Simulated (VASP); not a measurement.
Calculation: PBE GGA, VASP's PBE PAW potentials (set 64) (plane waves; VASP).

The input files of a VASP run:

### POSCAR
```
Ag
1.0
  0.0000000000   2.0607990000   2.0607990000
  2.0607990000   0.0000000000   2.0607990000
  2.0607990000   2.0607990000   0.0000000000
Ag
1
Cart
  0.0000000000   0.0000000000   0.0000000000
```

### KPOINTS
```
Regular mesh
0
Gamma
  3 3 3
```

### INCAR
```
SYSTEM  =  Ag
PREC  =  Accurate; ENCUT  =  300; LREAL  =  .FALSE.
LASPH  =  .TRUE.
EDIFF  =  1E-6; NELM  =  100; ALGO  =  Normal
LMAXMIX  =  4
ISMEAR  =  0; SIGMA  =  0.272
GGA  =  PE
ISIF  =  2
LWAVE  =  .FALSE.; LCHARG  =  .FALSE.
```

POTCAR, in this order: Ag (PBE.64 set). Program: vasp_std.

The run wrote:

OSZICAR:
```
       N       E                     dE             d eps       ncg     rms          rms(c)
DAV:   1     0.241715565273E+02    0.24172E+02   -0.39888E+03    80   0.702E+02
DAV:   2    -0.313089219617E+01   -0.27302E+02   -0.24355E+02    74   0.144E+02
DAV:   3    -0.330159662509E+01   -0.17070E+00   -0.17067E+00    85   0.135E+01
DAV:   4    -0.330192530202E+01   -0.32868E-03   -0.32867E-03    82   0.603E-01
DAV:   5    -0.330192628802E+01   -0.98600E-06   -0.98625E-06    90   0.330E-02    0.434E+00
DAV:   6    -0.307209613885E+01    0.22983E+00   -0.11002E+00    72   0.111E+01    0.281E+00
DAV:   7    -0.306421903766E+01    0.78771E-02   -0.10200E-02    72   0.104E+00    0.161E+00
DAV:   8    -0.306145498266E+01    0.27641E-02   -0.61628E-04    81   0.203E-01    0.804E-02
DAV:   9    -0.306145963059E+01   -0.46479E-05   -0.15214E-05    73   0.388E-02    0.160E-02
DAV:  10    -0.306146557474E+01   -0.59442E-05   -0.30189E-06    89   0.188E-02    0.315E-03
DAV:  11    -0.306146532125E+01    0.25349E-06   -0.15194E-07    36   0.414E-03
   1 F= -.30614653E+01 E0= -.30478833E+01  d E =-.271640E-01
```

**OUTCAR**
```
------------------------ aborting loop because EDIFF is reached ----------------------------------------
  FORCE on cell =-STRESS in cart. coord.  units (eV):
  Direction    XX          YY          ZZ          XY          YZ          ZX
  --------------------------------------------------------------------------------------
  Total       -0.1647564     -0.1647564     -0.1647564      0.0000000      0.0000000      0.0000000
  in kB      -15.0805059    -15.0805059    -15.0805059      0.0000000      0.0000000      0.0000000
  external PRESSURE =     -15.0805059 kB  Pullay stress =       0.0000000 kB
  volume of cell :       17.50
      direct lattice vectors                 reciprocal lattice vectors
     0.000000000  2.060799000  2.060799000    -0.242624341  0.242624341  0.242624341
     2.060799000  0.000000000  2.060799000     0.242624341 -0.242624341  0.242624341
     2.060799000  2.060799000  0.000000000     0.242624341  0.242624341 -0.242624341
 POSITION                                       TOTAL-FORCE (eV/Angst)
 -----------------------------------------------------------------------------------
      0.00000      0.00000      0.00000         0.000000     -0.000000     -0.000000
 -----------------------------------------------------------------------------------
    total drift:                                0.000000      0.000000     -0.000000
  FREE ENERGIE OF THE ION-ELECTRON SYSTEM (eV)
  ---------------------------------------------------
  free  energy   TOTEN  =        -3.0614653213 eV

  energy  without entropy=       -3.0343013495  energy(sigma->0) =       -3.04788334
```
(Selected blocks of OUTCAR.)

File OUTCAR:
```
 val. band max:        5.9425638103   @ k =   0.3333   0.3333   0.0000

 cond. band min:      11.1441763692   @ k =  -0.3333   0.3333   0.0000


 Fermi energy:         6.0722904778

 k-point     1 :       0.0000    0.0000    0.0000
  band No.  band energies     occupation
      1       0.4909      2.00000
      2       3.3662      2.00000
      3       3.3662      2.00000
      4       3.3662      2.00000
      5       4.3503      2.00000
      6       4.3503      2.00000
      7      24.0410      0.00000
      8      27.4585      0.00000
      9      27.4585      0.00000

 k-point     2 :       0.3333    0.0000    0.0000
  band No.  band energies     occupation
      1       1.9555      2.00000
      2       3.4715      2.00000
      3       3.4715      2.00000
      4       4.7539      2.00000
      5       4.7539      2.00000
      6       4.8337      2.00000
      7      15.8703      0.00000
      8      23.9792      0.00000
      9      26.6811      0.00000

 k-point     3 :       0.3333    0.3333    0.0000
  band No.  band energies     occupation
      1       2.1751      2.00000
      2       2.2631      2.00000
      3       4.7085      2.00000
      4       4.7085      2.00000
      5       4.8888      2.00000
      6       5.9426      1.50000
      7      20.0984      0.00000
      8      20.4790      0.00000
      9      20.4790      0.00000

 k-point     4 :      -0.3333    0.3333    0.0000
  band No.  band energies     occupation
      1       2.4483      2.00000
      2       3.0151      2.00000
      3       3.5973      2.00000
      4       4.3107      2.00000
      5       4.8468      2.00000
      6      11.1442      0.00000
      7      13.7892      0.00000
      8      15.4175      0.00000
      9      22.0600      0.00000
```

At this cut-off the stress carries a Pulay error, which pulls relaxed volumes low.

The structure comes from a computed database's Ag entry; how it stands against other phases isn't given here. The cell was not relaxed at this level. The k-mesh is coarse (spacing up to 0.88 per Å, 2π included), so the numbers may not be converged in it. The run is one of a series of settings (KPOINTS 3×3×3 Γ-centred mesh against the base run), some of them coarse on purpose.
